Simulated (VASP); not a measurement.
LaBe: single point with PBE

The system is LaBe.

```
La Be
1.0
     0.00000    3.03212    3.03212
     3.03212    0.00000    3.03212
     3.03212    3.03212    0.00000
La Be
1 1
Cartesian
  3.0321 3.0321 3.0321
  0.0000 0.0000 0.0000
```

The cell was built by a generator and needn't be a form met in nature.

The cell isn't the ideal one: random cell by space group and Wyckoff sites (Fm-3m, No. 225).

```
Program             : VASP 6.6.1
Task                : single point
Functional          : PBE
Potentials or basis : VASP PAW PBE potentials, release 64 (La, Be)
Cutoff              : 520 eV
k mesh              : 16 × 16 × 16
Occupations         : gaussian, width 0.1 eV
Spin                : no spin polarisation
```

```
Pressure               : 0.0 GPa
Band gap on the k mesh : none (metal or under the smearing width)
```

Levels at points of the mesh, in eV from the Fermi level:
| k point | band 3 | band 4 | band 5 | band 6 | band 7 | band 8 | band 9 | band 10 |
| --- | --- | --- | --- | --- | --- | --- | --- | --- |
| (0.00, 0.00, 0.00) | -16.03 | -16.03 | -4.65 | 1.39 | 1.39 | 1.39 | 1.56 | 1.56 |
| (0.50, 0.00, 0.00) | -16.09 | -16.09 | -2.13 | -1.59 | -0.22 | -0.22 | 1.81 | 2.01 |
| (0.50, 0.50, 0.00) | -16.20 | -16.20 | -3.31 | -0.31 | 0.42 | 1.35 | 1.35 | 2.08 |

Run time: 2.8 min on 1 thread of Intel(R) Xeon(R) Platinum 8488C (Sapphire Rapids) (shared host), peak memory 0.29 GiB.

Spin-orbit coupling is left out, which matters for the levels of La.
